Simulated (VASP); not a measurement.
OSZICAR of a VASP run on SnTe (rock salt):

### OSZICAR
```
       N       E                     dE             d eps       ncg     rms          rms(c)
DAV:   1     0.127882605686E+03    0.12788E+03   -0.96184E+03   560   0.160E+03
DAV:   2     0.772443416487E+01   -0.12016E+03   -0.11757E+03   590   0.367E+02
DAV:   3    -0.286595632043E+01   -0.10590E+02   -0.10560E+02   740   0.996E+01
DAV:   4    -0.314848340212E+01   -0.28253E+00   -0.28244E+00   634   0.177E+01
DAV:   5    -0.316004276081E+01   -0.11559E-01   -0.11559E-01   834   0.339E+00    0.457E+00
DAV:   6    -0.310328799755E+01    0.56755E-01   -0.15105E-01   680   0.287E+00    0.292E+00
DAV:   7    -0.310499799490E+01   -0.17100E-02   -0.50700E-02   650   0.125E+00    0.847E-01
DAV:   8    -0.310526772403E+01   -0.26973E-03   -0.66909E-03   632   0.752E-01    0.167E-01
DAV:   9    -0.310537638627E+01   -0.10866E-03   -0.58080E-04   704   0.255E-01    0.275E-02
DAV:  10    -0.310537182988E+01    0.45564E-05   -0.68785E-05   628   0.779E-02    0.199E-02
DAV:  11    -0.310537517217E+01   -0.33423E-05   -0.34016E-05   608   0.515E-02    0.275E-02
DAV:  12    -0.310537482037E+01    0.35179E-06   -0.27479E-06   620   0.119E-02
   1 F= -.31053748E+01 E0= -.31053748E+01  d E =-.310537E+01
       N       E                     dE             d eps       ncg     rms          rms(c)
DAV:   1    -0.323768734250E+01   -0.13231E+00   -0.29879E+00   680   0.291E+01    0.203E+00
DAV:   2    -0.313577500549E+01    0.10191E+00   -0.17318E-01   680   0.699E+00    0.876E-01
DAV:   3    -0.311074012632E+01    0.25035E-01   -0.78173E-02   702   0.428E+00    0.182E-01
DAV:   4    -0.311005732124E+01    0.68281E-03   -0.19923E-03   574   0.466E-01    0.184E-01
DAV:   5    -0.310963216754E+01    0.42515E-03   -0.35477E-04   822   0.157E-01    0.435E-02
DAV:   6    -0.310962272604E+01    0.94415E-05   -0.41271E-05   692   0.111E-01    0.115E-02
DAV:   7    -0.310962207842E+01    0.64762E-06   -0.10970E-06   324   0.116E-02
   2 F= -.31096221E+01 E0= -.31096221E+01  d E =-.424726E-02
       N       E                     dE             d eps       ncg     rms          rms(c)
DAV:   1    -0.311384871692E+01   -0.42260E-02   -0.90101E-02   680   0.483E+00    0.360E-01
DAV:   2    -0.311063876596E+01    0.32100E-02   -0.55710E-03   680   0.126E+00    0.153E-01
DAV:   3    -0.310987753390E+01    0.76123E-03   -0.23599E-03   686   0.747E-01    0.327E-02
DAV:   4    -0.310985913744E+01    0.18396E-04   -0.61326E-05   606   0.816E-02    0.321E-02
DAV:   5    -0.310984948940E+01    0.96480E-05   -0.10087E-05   810   0.258E-02    0.762E-03
DAV:   6    -0.310984937036E+01    0.11904E-06   -0.11006E-06   280   0.187E-02
   3 F= -.31098494E+01 E0= -.31098494E+01  d E =-.447455E-02
```

Problem. Which electronic solver shows in the log?

Solution. It is blocked Davidson (ALGO = Normal, or the opening steps of other solvers). The INCAR had ALGO = Normal.

Problem. Can the final energy be trusted as converged?

Solution. The calculation finished and met its thresholds. It stopped with EDIFF = 1E-6, NELM = 100, NSW = 60 and EDIFFG = -0.01 after 3 ionic steps (rev-vdW-DF2, plane waves, VASP's PBE PAW potentials (set 64)). Energy and stress use the plane-wave basis of the starting cell.

The compound is SnTe in the rock salt structure, which distorts at low temperature. This run relaxes it. Symmetry was kept, so distortions that lower it aren't found.
